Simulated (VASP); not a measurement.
```
CELL_PARAMETERS angstrom
      0.00000     3.21297     3.21297
      3.21297     0.00000     3.21297
      3.21297     3.21297     0.00000
ATOMIC_POSITIONS crystal
  Na 0.25000 0.25000 0.25000
  Na 0.75000 0.75000 0.75000
  S  0.00000 0.00000 0.00000
```

Computed with PW91 GGA, VASP's PBE PAW potentials (set 64) (plane waves; VASP). Settings: 520 eV cut-off, 6×6×6 Γ-centred mesh, Gaussian smearing of 0.050 eV, potentials Na_pv S.

Q: Give the stress tensor in GPa (positive for a compressed cell).

A: 
```
2.16  0.00  0.00
0.00  2.16  0.00
0.00  0.00  2.16
```
The pressure is its mean diagonal, 2.16 GPa.

The compound is Na2S in the antifluorite structure. This cell is one point of a volume scan, at 0.94 of the reference volume.
